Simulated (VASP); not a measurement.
Output of a VASP run:

**OUTCAR**
```
 ion  position               nearest neighbor table
   1  0.500  0.500  0.500-
  LATTYP: Found a trigonal (rhomboedric) cell.
 ALAT       =     3.1858924389
 COS(alpha) =    -0.0039502438
 Subroutine PRICEL returns:
 Original cell was already a primitive cell.
 Subroutine GETGRP returns: Found 12 space group operations
The static configuration has the point symmetry D_3d.
The dynamic configuration has the point symmetry D_3d.
 Subroutine INISYM returns: Found 12 space group operations
 Subroutine IBZKPT returns following result:
 Found    116 irreducible k-points:

 Following reciprocal coordinates:
            Coordinates               Weight
  0.000000  0.000000  0.000000      1.000000
  0.100000 -0.000000 -0.000000      6.000000
  0.200000 -0.000000 -0.000000      6.000000
  0.300000  0.000000  0.000000      6.000000
  0.400000  0.000000 -0.000000      6.000000
  0.500000  0.000000 -0.000000      3.000000
  0.100000  0.100000  0.000000      6.000000
  0.200000  0.100000 -0.000000     12.000000
  0.300000  0.100000 -0.000000     12.000000
  0.400000  0.100000 -0.000000     12.000000
  0.500000  0.100000  0.000000     12.000000
 -0.400000  0.100000  0.000000     12.000000
 -0.300000  0.100000  0.000000     12.000000
 -0.200000  0.100000  0.000000     12.000000
 -0.100000  0.100000  0.000000      6.000000
  0.200000  0.200000  0.000000      6.000000
  0.300000  0.200000  0.000000     12.000000
  0.400000  0.200000  0.000000     12.000000
  0.500000  0.200000 -0.000000     12.000000
 -0.400000  0.200000  0.000000     12.000000
 -0.300000  0.200000  0.000000     12.000000
 -0.200000  0.200000  0.000000      6.000000
  0.300000  0.300000  0.000000      6.000000
  0.400000  0.300000 -0.000000     12.000000
  0.500000  0.300000 -0.000000     12.000000
 -0.400000  0.300000  0.000000     12.000000
 -0.300000  0.300000  0.000000      6.000000
  0.400000  0.400000 -0.000000      6.000000
  0.500000  0.400000 -0.000000     12.000000
 -0.400000  0.400000  0.000000      6.000000
  0.500000  0.500000 -0.000000      3.000000
  0.100000  0.100000  0.100000      2.000000
  0.200000  0.100000  0.100000      6.000000
  0.300000  0.100000  0.100000      6.000000
  0.400000  0.100000  0.100000      6.000000
  0.500000  0.100000  0.100000      6.000000
 -0.400000  0.100000  0.100000      6.000000
 -0.300000  0.100000  0.100000      6.000000
 -0.200000  0.100000  0.100000      6.000000
 -0.100000  0.100000  0.100000      6.000000
   k-points           NKPTS =    116   k-points in BZ     NKDIM =    116   number of bands    NBANDS=      7
   number of dos      NEDOS =    301   number of ions     NIONS =      1
   total plane-waves  NPLWV =  13824
   dimension x,y,z NGX =    24 NGY =   24 NGZ =   24
   dimension x,y,z NGXF=    48 NGYF=   48 NGZF=   48
   ions per type =               1
   PREC   = accura    normal or accurate (medium, high low for compatibility)
   ISTART =      0    job   : 0-new  1-cont  2-samecut
   ICHARG =      2    charge: 1-file 2-atom 10-const
   ISPIN  =      1    spin polarized calculation?
   LNONCOLLINEAR =      F non collinear calculations
   LSORBIT =      F    spin-orbit coupling
   INIWAV =      1    electr: 0-lowe 1-rand  2-diag
   ENCUT  =  400.0 eV  29.40 Ry    5.42 a.u.   5.20  5.20  5.20*2*pi/ulx,y,z
   NELM   =    100;   NELMIN=  2; NELMDL= -5     # of ELM steps
   EDIFF  = 0.1E-05   stopping-criterion for ELM
   LREAL  =      F    real-space projection
   NLSPLINE    = F    spline interpolate recip. space projectors
   LMAXMIX     =    4 max onsite mixed and CHGCAR
   VOSKOWN=      0    Vosko Wilk Nusair interpolation
   EDIFFG = -.1E-01   stopping-criterion for IOM
   NSW    =     60    number of steps for IOM
   NBLOCK =      1;   KBLOCK =     60    inner block; outer block
   IBRION =      2    ionic relax: 0-MD 1-quasi-New 2-CG
...
```

**OSZICAR**
```
...
DAV:   1    -0.253351439028E+02   -0.13711E-03   -0.25558E-02  1946   0.850E-01    0.748E-02
DAV:   2    -0.253350759311E+02    0.67972E-04   -0.34404E-04  1911   0.156E-01    0.423E-02
DAV:   3    -0.253351288689E+02   -0.52938E-04   -0.17451E-04  1848   0.122E-01    0.106E-02
DAV:   4    -0.253351442069E+02   -0.15338E-04   -0.28676E-05  1869   0.496E-02    0.517E-03
DAV:   5    -0.253351402696E+02    0.39373E-05   -0.17324E-05  1806   0.355E-02    0.509E-03
DAV:   6    -0.253351481894E+02   -0.79198E-05   -0.36144E-06  1680   0.176E-02    0.551E-04
DAV:   7    -0.253351483521E+02   -0.16275E-06   -0.82490E-08   840   0.285E-03
   7 F= -.25335148E+02 E0= -.25334940E+02  d E =-.277287E-03
       N       E                     dE             d eps       ncg     rms          rms(c)
DAV:   1    -0.253350806903E+02    0.67499E-04   -0.10362E-01  1911   0.171E+00    0.147E-01
DAV:   2    -0.253348360143E+02    0.24468E-03   -0.13840E-03  1883   0.314E-01    0.829E-02
DAV:   3    -0.253350493283E+02   -0.21331E-03   -0.66681E-04  1869   0.239E-01    0.210E-02
DAV:   4    -0.253351105577E+02   -0.61229E-04   -0.97992E-05  1799   0.921E-02    0.990E-03
DAV:   5    -0.253350999694E+02    0.10588E-04   -0.48598E-05  1799   0.594E-02    0.917E-03
DAV:   6    -0.253351229072E+02   -0.22938E-04   -0.94345E-06  1673   0.295E-02    0.103E-03
DAV:   7    -0.253351235202E+02   -0.61297E-06   -0.25829E-07  1015   0.500E-03
   8 F= -.25335124E+02 E0= -.25334999E+02  d E =-.252455E-03
       N       E                     dE             d eps       ncg     rms          rms(c)
DAV:   1    -0.253351753863E+02   -0.52479E-04   -0.33987E-02  1897   0.978E-01    0.840E-02
DAV:   2    -0.253350992071E+02    0.76179E-04   -0.45075E-04  1904   0.179E-01    0.474E-02
DAV:   3    -0.253351648044E+02   -0.65597E-04   -0.21606E-04  1876   0.136E-01    0.117E-02
DAV:   4    -0.253351850019E+02   -0.20198E-04   -0.33856E-05  1813   0.538E-02    0.513E-03
DAV:   5    -0.253351825517E+02    0.24502E-05   -0.16387E-05  1806   0.341E-02    0.500E-03
DAV:   6    -0.253351905062E+02   -0.79546E-05   -0.29276E-06  1659   0.168E-02    0.627E-04
DAV:   7    -0.253351908265E+02   -0.32023E-06   -0.84124E-08   861   0.293E-03
   9 F= -.25335191E+02 E0= -.25335040E+02  d E =-.319761E-03
       N       E                     dE             d eps       ncg     rms          rms(c)
DAV:   1    -0.253353084210E+02   -0.11791E-03   -0.78926E-03  1918   0.473E-01    0.801E-02
DAV:   2    -0.253352331905E+02    0.75231E-04   -0.21244E-04  1911   0.117E-01    0.408E-02
DAV:   3    -0.253352014188E+02    0.31772E-04   -0.11103E-04  1652   0.791E-02    0.346E-02
DAV:   4    -0.253352110080E+02   -0.95891E-05   -0.51402E-06  2100   0.195E-02    0.303E-02
DAV:   5    -0.253352116714E+02   -0.66343E-06   -0.32843E-07  1078   0.595E-03
  10 F= -.25335212E+02 E0= -.25335079E+02  d E =-.208449E-04
       N       E                     dE             d eps       ncg     rms          rms(c)
DAV:   1    -0.253352448334E+02   -0.33825E-04   -0.12066E-03  1904   0.184E-01    0.300E-02
DAV:   2    -0.253352345902E+02    0.10243E-04   -0.30788E-05  1911   0.439E-02    0.157E-02
DAV:   3    -0.253352283415E+02    0.62486E-05   -0.16224E-05  1659   0.270E-02    0.135E-02
DAV:   4    -0.253352294212E+02   -0.10796E-05   -0.42407E-07  1302   0.622E-03    0.116E-02
DAV:   5    -0.253352284797E+02    0.94148E-06   -0.35219E-07  1218   0.737E-03
  11 F= -.25335228E+02 E0= -.25335090E+02  d E =-.376532E-04
```

**OUTCAR**
```
------------------------ aborting loop because EDIFF is reached ----------------------------------------
  FORCE on cell =-STRESS in cart. coord.  units (eV):
  Direction    XX          YY          ZZ          XY          YZ          ZX
  --------------------------------------------------------------------------------------
  Total       -0.0043403     -0.0043403     -0.0025118      0.0000000      0.0000000     -0.0000000
  in kB       -0.2148816     -0.2148816     -0.1243518      0.0000000      0.0000000     -0.0000000
  external PRESSURE =      -0.1847050 kB  Pullay stress =       0.0000000 kB
  volume of cell :       32.36
      direct lattice vectors                 reciprocal lattice vectors
     2.275502497  1.313762101  1.804221160     0.219731686  0.126862136  0.184751926
    -2.275502497  1.313762101  1.804221160    -0.219731686  0.126862136  0.184751926
    -0.000000000 -2.627524202  1.804221160     0.000000000 -0.253724273  0.184751926
 POSITION                                       TOTAL-FORCE (eV/Angst)
 -----------------------------------------------------------------------------------
     -0.00000      0.00000      2.70633         0.000000      0.000000      0.000000
 -----------------------------------------------------------------------------------
    total drift:                                0.000000      0.000000     -0.000000
  FREE ENERGIE OF THE ION-ELECTRON SYSTEM (eV)
  ---------------------------------------------------
  free  energy   TOTEN  =       -25.3352284797 eV

  energy  without entropy=      -25.3348115938  energy(sigma->0) =      -25.33508952

 reached required accuracy - stopping structural energy minimisation
```
(Selected blocks of OUTCAR.)

### POSCAR
```
Te
1
    2.2572112499     1.3032016420     1.8320953812
   -2.2572112499     1.3032016420     1.8320953812
    0.0000000000    -2.6064032840     1.8320953812
Te
1
Direct
  0.5000000000   0.5000000000   0.5000000000
```

Reconstruct the remaining input files.

Several could match; the one computed here: the input of the run itself, r2SCAN meta-GGA, plane waves, VASP's PBE PAW potentials (set 64).

INCAR:
```
SYSTEM = Te
PREC = Accurate; ENCUT = 400; LREAL = F
LASPH = T
EDIFF = 1E-6; NELM = 100; ALGO = Normal
LMAXMIX = 4; LMIXTAU = T
ISMEAR = 1; SIGMA = 0.1
METAGGA = R2SCAN
IBRION = 2; NSW = 60; ISIF = 3
EDIFFG = -0.01
LWAVE = F; LCHARG = F
```

### KPOINTS
```
kpoints
0
gamma
  10 10 10
0 0 0
```

POTCAR, in this order: Te (PBE.64 set). Program: vasp_std.

The structure comes from a computed database's Te entry (R-3m); how it stands against other phases isn't given here. This run relaxes it. Symmetry was kept, so distortions that lower it aren't found. The start is the result of an earlier pass.
